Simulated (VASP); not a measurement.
# Sb3Au: phonons from a supercell, part 3 of 3

How does the lattice of Sb3Au vibrate? The start is a cell from a database of measured crystal structures.

VASP 6.6.1; PBEsol; plane waves and PAW (Au, Sb).

So far. Step 3 (Relax the host again, on a new basis): The start already met the threshold, so nothing moved. Step 4 (Tight relaxation): The run ended after 3 ionic steps, 0.001 eV below its first step, once forces and stress met EDIFFG = -0.002.

## Step 5: Force constants in the supercell

System of this step: Sb3Au. It takes space group Im-3m (No. 229, cubic). The conventional cell has a = 5.864 Å, b = 5.864 Å, c = 5.864 Å, α = 90.00°, β = 90.00°, γ = 90.00°. Nearest to Au lie 6 Sb at 2.93 Å. Nearest to Sb lie 2 Au at 2.93 Å and 4 Sb at 2.93 Å. Farther neighbours are not listed.

Each independent atom is moved by 0.015 Å both ways; the forces give the force constants out to half the supercell.

Contents of INCAR:

```
SYSTEM = Sb3Au
PREC = Accurate
ENCUT = 350
EDIFF = 1E-07
NELM = 120
ISMEAR = 1
SIGMA = 0.2
LREAL = .FALSE.
ALGO = Fast
GGA = PS
LASPH = .TRUE.
LWAVE = .FALSE.
LCHARG = .FALSE.
KPAR = 4
IBRION = 6
NSW = 1
NFREE = 2
POTIM = 0.015
ISIF = 0
ADDGRID = .TRUE.
```

Contents of POSCAR:

```
Sb3Au
1.0
   -5.8635983256      5.8635983256      5.8635983256
    5.8635983256     -5.8635983256      5.8635983256
    5.8635983256      5.8635983256     -5.8635983256
Au Sb
8 24
Direct
    0.0000000000      0.0000000000      0.0000000000
    0.0000000000      0.0000000000      0.5000000000
    0.0000000000      0.5000000000      0.0000000000
    0.0000000000      0.5000000000      0.5000000000
    0.5000000000      0.0000000000      0.0000000000
    0.5000000000      0.0000000000      0.5000000000
    0.5000000000      0.5000000000      0.0000000000
    0.5000000000      0.5000000000      0.5000000000
    0.2500000000      0.2500000000      0.0000000000
    0.2500000000      0.2500000000      0.5000000000
    0.2500000000      0.7500000000      0.0000000000
    0.2500000000      0.7500000000      0.5000000000
    0.7500000000      0.2500000000      0.0000000000
    0.7500000000      0.2500000000      0.5000000000
    0.7500000000      0.7500000000      0.0000000000
    0.7500000000      0.7500000000      0.5000000000
    0.2500000000      0.0000000000      0.2500000000
    0.2500000000      0.0000000000      0.7500000000
    0.2500000000      0.5000000000      0.2500000000
    0.2500000000      0.5000000000      0.7500000000
    0.7500000000      0.0000000000      0.2500000000
    0.7500000000      0.0000000000      0.7500000000
    0.7500000000      0.5000000000      0.2500000000
    0.7500000000      0.5000000000      0.7500000000
    0.0000000000      0.2500000000      0.2500000000
    0.0000000000      0.2500000000      0.7500000000
    0.0000000000      0.7500000000      0.2500000000
    0.0000000000      0.7500000000      0.7500000000
    0.5000000000      0.2500000000      0.2500000000
    0.5000000000      0.2500000000      0.7500000000
    0.5000000000      0.7500000000      0.2500000000
    0.5000000000      0.7500000000      0.7500000000
```

Contents of KPOINTS:

```
Automatic mesh
0
Gamma
4 4 4
0 0 0
```

The projector-augmented-wave data sets are Au and Sb (PBE family, release 64).

Command:

```bash
$ mpirun -np 4 vasp_std
```

What it wrote:

```text
[banner, memory and clock lines left out]
running    4 mpi-ranks, on    1 nodes
 distrk:  each k-point on    1 cores,    4 groups
 distr:  one band on    1 cores,    1 groups

 POSCAR found type information on POSCAR AuSb
 POSCAR found :  2 types and      32 ions
|                                                                             |
|               ----> ADVICE to this user running VASP <----                  |
|                                                                             |
|     You have a (more or less) 'large supercell' and for larger cells it     |
|     might be more efficient to use real-space projection operators.         |
|     Therefore, try LREAL= Auto in the INCAR file.                           |
|     Mind: For very accurate calculation, you might also keep the            |
|     reciprocal projection scheme (i.e. LREAL=.FALSE.).                      |
|                                                                             |

 [... a notice as in an earlier step ...]

 LDA part: xc-table for (Slater+PW92), standard interpolation
 POSCAR, INCAR and KPOINTS ok, starting setup
 FFT: planning ... GRIDC
 FFT: planning ... GRID_SOFT
 FFT: planning ... GRID
 WAVECAR not read
 entering main loop
       N       E                     dE             d eps       ncg     rms          rms(c)
DAV:   1     0.102972634231E+04    0.10297E+04   -0.62196E+04  1984   0.102E+03
DAV:   2    -0.566428192154E+02   -0.10864E+04   -0.10421E+04  2256   0.218E+02
DAV:   3    -0.142202061982E+03   -0.85559E+02   -0.81190E+02  2344   0.610E+01
DAV:   4    -0.144816092229E+03   -0.26140E+01   -0.25716E+01  2224   0.106E+01
DAV:   5    -0.144903123575E+03   -0.87031E-01   -0.86787E-01  2508   0.190E+00    0.196E+01
RMM:   6    -0.140125270027E+03    0.47779E+01   -0.38731E+01  1986   0.133E+01    0.147E+01
RMM:   7    -0.139815331038E+03    0.30994E+00   -0.26164E+00  1989   0.346E+00    0.797E+00
RMM:   8    -0.139718505653E+03    0.96825E-01   -0.69292E-01  1987   0.167E+00    0.130E+00
RMM:   9    -0.139692301998E+03    0.26204E-01   -0.20081E-01  2019   0.103E+00    0.325E-01
RMM:  10    -0.139694934772E+03   -0.26328E-02   -0.31773E-02  2064   0.307E-01    0.136E-01
RMM:  11    -0.139695766732E+03   -0.83196E-03   -0.10470E-02  2018   0.177E-01    0.135E-01
RMM:  12    -0.139695555438E+03    0.21129E-03   -0.20832E-03  2008   0.104E-01    0.303E-02
RMM:  13    -0.139695602050E+03   -0.46611E-04   -0.57354E-04  2160   0.410E-02    0.285E-02
RMM:  14    -0.139695614958E+03   -0.12908E-04   -0.78085E-05  2238   0.166E-02    0.444E-02
RMM:  15    -0.139695591838E+03    0.23120E-04   -0.19142E-05  2012   0.985E-03    0.118E-02
RMM:  16    -0.139695591584E+03    0.25351E-06   -0.64409E-06  2002   0.502E-03    0.597E-03
RMM:  17    -0.139695592535E+03   -0.95123E-06   -0.10698E-06  1777   0.196E-03    0.413E-03
RMM:  18    -0.139695593020E+03   -0.48483E-06   -0.13229E-06  1796   0.230E-03    0.202E-03
RMM:  19    -0.139695593268E+03   -0.24824E-06   -0.20268E-07  1215   0.737E-04    0.113E-03
RMM:  20    -0.139695593420E+03   -0.15145E-06   -0.44890E-08   923   0.389E-04    0.582E-04
RMM:  21    -0.139695593511E+03   -0.91366E-07   -0.15637E-08   847   0.327E-04
   1 F= -.13969559E+03 E0= -.13967931E+03  d E =-.488566E-01
 Found     3 degrees of freedom:
 Finite differences POTIM= 0.01500 DOF=   3
 bond charge predicted
       N       E                     dE             d eps       ncg     rms          rms(c)
DAV:   1    -0.139693882544E+03    0.17109E-02   -0.14411E+00  3388   0.246E+00    0.623E-02
RMM:   2    -0.139695060654E+03   -0.11781E-02   -0.11793E-02  3224   0.339E-01    0.404E-02
RMM:   3    -0.139695219610E+03   -0.15896E-03   -0.19290E-03  3272   0.130E-01    0.385E-02
RMM:   4    -0.139695206905E+03    0.12705E-04   -0.34787E-04  3326   0.499E-02    0.292E-02
RMM:   5    -0.139695196462E+03    0.10442E-04   -0.31659E-04  3248   0.416E-02    0.215E-02
RMM:   6    -0.139695182883E+03    0.13579E-04   -0.42205E-05  3188   0.145E-02    0.477E-03
RMM:   7    -0.139695186523E+03   -0.36400E-05   -0.48655E-05  3248   0.143E-02    0.109E-02
RMM:   8    -0.139695182978E+03    0.35448E-05   -0.11341E-05  3084   0.712E-03    0.192E-03
RMM:   9    -0.139695183146E+03   -0.16711E-06   -0.27308E-06  2871   0.379E-03    0.107E-03
RMM:  10    -0.139695183146E+03   -0.57298E-09   -0.30363E-07  2039   0.126E-03
   2 F= -.13969518E+03 E0= -.13967890E+03  d E =-.488465E-01
[...]
3 F= -.13969518E+03 E0= -.13967890E+03  d E =-.488465E-01
[...]
4 F= -.13969499E+03 E0= -.13967874E+03  d E =-.487655E-01
[...]
5 F= -.13969499E+03 E0= -.13967874E+03  d E =-.487655E-01
[...]
6 F= -.13969547E+03 E0= -.13967919E+03  d E =-.488409E-01
 Finite differences progress:
  Degree of freedom:   3/  3
  Displacement:        1/  2
  Total:               5/  6
 bond charge predicted
       N       E                     dE             d eps       ncg     rms          rms(c)
DAV:   1    -0.139694917318E+03    0.55363E-03   -0.18778E-01  3228   0.921E-01    0.105E-01
RMM:   2    -0.139695375727E+03   -0.45841E-03   -0.66485E-03  3224   0.165E-01    0.750E-02
RMM:   3    -0.139695458095E+03   -0.82368E-04   -0.92988E-04  3364   0.616E-02    0.409E-02
RMM:   4    -0.139695467112E+03   -0.90171E-05   -0.16247E-04  3323   0.278E-02    0.111E-02
RMM:   5    -0.139695470600E+03   -0.34881E-05   -0.39232E-05  3616   0.134E-02    0.505E-03
RMM:   6    -0.139695470995E+03   -0.39444E-06   -0.60976E-06  3414   0.527E-03    0.187E-03
RMM:   7    -0.139695471067E+03   -0.72127E-07   -0.11669E-06  2659   0.242E-03    0.894E-04
RMM:   8    -0.139695471084E+03   -0.17804E-07   -0.23596E-07  1992   0.105E-03
   7 F= -.13969547E+03 E0= -.13967919E+03  d E =-.488409E-01
 Finite differences progress:
  Degree of freedom:   3/  3
  Displacement:        2/  2
  Total:               6/  6
```

Run time: 57 min. Hardware: 4 MPI ranks of AMD EPYC 7R43, shared host; peak memory 6.8 GiB.

Parts of OUTCAR (step 5):

```text
   k-points           NKPTS =      8   k-points in BZ     NKDIM =      8   number of bands    NBANDS=    124

   ENCUT  =  350.0 eV  25.72 Ry    5.07 a.u.  15.49 15.49 15.49*2*pi/ulx,y,z

   NELECT =     208.0000    total number of electrons

 E-fermi :   7.9547

 k-point     1 :       0.0000    0.0000    0.0000
  band No.  band energies     occupation
    ...
    103       7.8600      1.71024
    104       7.8634      1.69006
    105       7.8635      1.68992
    106       7.8669      1.66945
    107       7.8669      1.66945
    108       8.0478      0.29881
    109       8.0478      0.29881
    110       8.0487      0.29333
    111       8.0490      0.29154
    112       8.0497      0.28754
    ...

 POSITION                                       TOTAL-FORCE (eV/Angst)
 -----------------------------------------------------------------------------------
      0.00000      0.00000      0.00000        -0.000000     -0.000000     -0.014712
      2.93180      2.93180     -2.93180        -0.000007     -0.000007      0.000362
      2.93180     -2.93180      2.93180         0.000007     -0.000007      0.000362
      5.86360      0.00000      0.00000         0.000000     -0.000000     -0.001401
     -2.93180      2.93180      2.93180        -0.000007      0.000007      0.000362
      0.00000      5.86360      0.00000        -0.000000      0.000000     -0.001401
      0.00000      0.00000      5.86360        -0.000000     -0.000000     -0.012727
      2.93180      2.93180      2.93180         0.000007      0.000007      0.000362
      0.00000      0.00000      2.91680         0.000000      0.000000      0.016406
      2.93180      2.93180      0.00000        -0.001113     -0.001113      0.000254
      2.93180     -2.93180      5.86360         0.001113     -0.001113      0.000254
      5.86360      0.00000      2.93180         0.000000     -0.000000     -0.002172
     -2.93180      2.93180      5.86360        -0.001113      0.001113      0.000254
      0.00000      5.86360      2.93180        -0.000000      0.000000     -0.002172
      0.00000      0.00000      8.79540        -0.000000     -0.000000      0.020574
      2.93180      2.93180      5.86360         0.001113      0.001113      0.000254
      0.00000      2.93180      0.00000         0.000000      0.003864     -0.002053
      2.93180      5.86360     -2.93180         0.000157      0.000000      0.004841
      2.93180      0.00000      2.93180        -0.000157      0.000000      0.004841
      5.86360      2.93180      0.00000         0.000000      0.003784     -0.002025
     -2.93180      5.86360      2.93180         0.000003      0.000000     -0.001978
      0.00000      8.79540      0.00000        -0.000000     -0.003864     -0.002053
      0.00000      2.93180      5.86360        -0.000000     -0.003784     -0.002025
      2.93180      5.86360      2.93180        -0.000003      0.000000     -0.001978
[...]
-----------------------------------------------------------------------------------
    total drift:                                0.000000      0.000000     -0.000010

  FREE ENERGIE OF THE ION-ELECTRON SYSTEM (eV)
  ---------------------------------------------------
  free  energy   TOTEN  =      -139.6954710845 eV

  energy  without entropy=     -139.6466301848  energy(sigma->0) =     -139.67919078

 Eigenvectors and eigenvalues of the dynamical matrix
 ----------------------------------------------------

   1 f  =    4.179356 THz    26.259670 2PiTHz  139.408319 cm-1    17.284421 meV
             X         Y         Z           dx          dy          dz
      0.000000  0.000000  0.000000    -0.007590   -0.034906   -0.031906
      2.931799  2.931799 -2.931799    -0.013192    0.027733    0.025131
      2.931799 -2.931799  2.931799     0.013192    0.031796    0.014014
      5.863598  0.000000  0.000000     0.007590   -0.004239   -0.027623
     -2.931799  2.931799  2.931799     0.017475   -0.027733   -0.014014
[...]
0.000000  0.000000  8.795397    -0.006112   -0.088115   -0.000000
      2.931799  2.931799  5.863598    -0.088115   -0.006112   -0.000000
      0.000000  2.931799  0.000000     0.049730   -0.000000    0.013463
      2.931799  5.863598 -2.931799    -0.013463    0.000000   -0.049730
      2.931799  0.000000  2.931799     0.013463   -0.000000    0.049730
      5.863598  2.931799  0.000000    -0.049730   -0.000000   -0.013463
     -2.931799  5.863598  2.931799    -0.013463   -0.000000   -0.049730
      0.000000  8.795397  0.000000     0.049730    0.000000    0.013463
      0.000000  2.931799  5.863598    -0.049730    0.000000   -0.013463
      2.931799  5.863598  2.931799     0.013463    0.000000    0.049730
[...]
2.931799  0.000000  5.863598    -0.000000   -0.296093    0.159152
      5.863598  2.931799  2.931799     0.000000   -0.159152    0.296093

   3 f  =    4.179356 THz    26.259670 2PiTHz  139.408319 cm-1    17.284421 meV
             X         Y         Z           dx          dy          dz
      0.000000  0.000000  0.000000     0.037642    0.005519   -0.026572
      2.931799  2.931799 -2.931799     0.027734    0.035605   -0.006395
      2.931799 -2.931799  2.931799    -0.027734   -0.026438    0.006846
      5.863598  0.000000  0.000000    -0.037642   -0.005970    0.017406
     -2.931799  2.931799  2.931799     0.016244   -0.035605   -0.006846
      0.000000  5.863598  0.000000    -0.024402   -0.005519   -0.017406
      0.000000  0.000000  5.863598     0.024402    0.005970    0.026572
      2.931799  2.931799  2.931799    -0.016244    0.026438    0.006395
      0.000000  0.000000  2.931799    -0.277416   -0.051374   -0.000000
      2.931799  2.931799  0.000000    -0.051374   -0.277416   -0.000000
      2.931799 -2.931799  5.863598     0.051374    0.277416   -0.000000
      5.863598  0.000000  2.931799     0.277416    0.051374   -0.000000
     -2.931799  2.931799  5.863598     0.051374    0.277416    0.000000
      0.000000  5.863598  2.931799     0.277416    0.051374   -0.000000
      0.000000  0.000000  8.795397    -0.277416   -0.051374    0.000000
      2.931799  2.931799  5.863598    -0.051374   -0.277416    0.000000
      0.000000  2.931799  0.000000    -0.059201    0.000000    0.196643
      2.931799  5.863598 -2.931799    -0.196643   -0.000000    0.059201
      2.931799  0.000000  2.931799     0.196643    0.000000   -0.059201
      5.863598  2.931799  0.000000     0.059201    0.000000   -0.196643
     -2.931799  5.863598  2.931799    -0.196643    0.000000    0.059201
      0.000000  8.795397  0.000000    -0.059201   -0.000000    0.196643
      0.000000  2.931799  5.863598     0.059201    0.000000   -0.196643
      2.931799  5.863598  2.931799     0.196643   -0.000000   -0.059201
[...]
2.931799  0.000000  5.863598    -0.000000   -0.002017   -0.040986
      5.863598  2.931799  2.931799    -0.000000    0.040986    0.002017

   4 f  =    4.179356 THz    26.259670 2PiTHz  139.408319 cm-1    17.284421 meV
             X         Y         Z           dx          dy          dz
      0.000000  0.000000  0.000000     0.025379   -0.024152    0.002049
      2.931799  2.931799 -2.931799    -0.011794   -0.014963   -0.025936
      2.931799 -2.931799  2.931799     0.011794   -0.001495    0.038290
      5.863598  0.000000  0.000000    -0.025379    0.011797    0.014409
     -2.931799  2.931799  2.931799     0.024155    0.014963   -0.038290
      0.000000  5.863598  0.000000     0.038847    0.024152   -0.014409
      0.000000  0.000000  5.863598    -0.038847   -0.011797   -0.002049
      2.931799  2.931799  2.931799    -0.024155    0.001495    0.025936
      0.000000  0.000000  2.931799     0.060222    0.160741    0.000000
    [... 3240 further lines ...]
      2.931799  5.863598  0.000000    -0.088824    0.020642    0.023208
      2.931799  0.000000  5.863598     0.088824   -0.020642   -0.023208
      5.863598  2.931799  2.931799    -0.017973   -0.012682   -0.000000

 ELASTIC MODULI CONTR FROM IONIC RELAXATION (kBar)
 Direction    XX          YY          ZZ          XY          YZ          ZX
 --------------------------------------------------------------------------------
 XX           0.0000      0.0000      0.0000      0.0000      0.0000      0.0000
 YY           0.0000      0.0000      0.0000      0.0000      0.0000      0.0000
 ZZ           0.0000      0.0000      0.0000      0.0000      0.0000      0.0000
 XY           0.0000      0.0000      0.0000      0.0000      0.0000      0.0000
 YZ           0.0000      0.0000      0.0000      0.0000      0.0000      0.0000
 ZX           0.0000      0.0000      0.0000      0.0000      0.0000      0.0000
 --------------------------------------------------------------------------------

[... 1 part as in an earlier step ...]

[... 13 further parts left out ...]
```

The last energy, forces, stress and levels in OUTCAR belong to the last displaced cell, not to the cell of POSCAR.

This step gave:

* electrons: 208
* lowest frequency: -57.24 cm⁻¹
* highest frequency: 149.3 cm⁻¹
* dynamically stable: no

No long-range dipole term. Phonon branches along the path, in cm⁻¹:

```csv
point,branch 1,branch 2,branch 3,branch 4,branch 9,branch 10,branch 11,branch 12
Γ,0,0,0,55,90,108,108,108
0.53 of the way,-38,30,30,42,107,107,134,148
H,28,28,28,30,87,128,128,128
0.53 of the way,-29,35,35,40,100,109,134,137
N,-57,39,39,48,126,137,139,139
0.53 of the way,14,25,41,52,97,97,121,124
Γ,0,0,0,55,90,108,108,108
0.53 of the way,10,10,54,73,104,116,123,123
P,-47,-47,68,75,122,135,135,135
0.47 of the way,-18,-18,49,77,99,127,127,131
H,28,28,28,30,87,128,128,128
jump to P,-47,-47,68,75,122,135,135,135
0.53 of the way,-53,6,58,74,125,135,135,136
N,-57,39,39,48,126,137,139,139
```

The phonon density of states has structure finer than the step of the table below, so its rows give means over 10 cm⁻¹, whole bins alone (the curve runs from -77.6 to 170 cm⁻¹). Peaks (cm⁻¹: height): 36.2: 0.151, 74.5: 0.408, 85.7: 0.226, 135.1: 0.178.

The phonon density of states by frequency; means over each step:

```csv
frequency (cm⁻¹),phonon density of states (states/cm⁻¹/cell)
-70,0
-60,0.00120
-50,0.0245
-40,0.0358
-30,0.0176
-20,0.00895
-10,0.00659
0,0.00621
10,0.00758
20,0.0177
30,0.0646
40,0.0849
50,0.0724
60,0.0454
70,0.101
80,0.148
90,0.123
100,0.0674
110,0.0801
120,0.0943
130,0.120
140,0.0785
150,0.00529
160,0
```

## Step 6: What came out

```yaml
highest_frequency: 149 cm⁻¹
lowest_frequency: -57.2 cm⁻¹
```

The spectrum reaches 149 cm⁻¹, and its lowest point lies at -57 cm⁻¹. Imaginary modes (printed as negative) make the structure unstable in the harmonic picture at these settings. Where their wave vectors fit the supercell they are computed directly; elsewhere they may come from the interpolation. Frequencies between the wave vectors that fit the supercell are interpolated. The relaxed cell's volume lies -10.3 % from the database cell's, so the frequencies belong to that other cell.

[Lines on the potential files, build, host, timing and source positions are cut from VASP's logs without a mark.]

[Logs are printed without paths, hosts, clocks, repeated set-up lines and the standing remarks that a program may print on its own settings, such as how far it seeks lower states.]

[Hosts, paths, dates, database ids (printed as entryN), source tags and the programs' standing remarks are cut or masked in the printed files.]

[Runs that stopped without an error message from VASP are left out.]
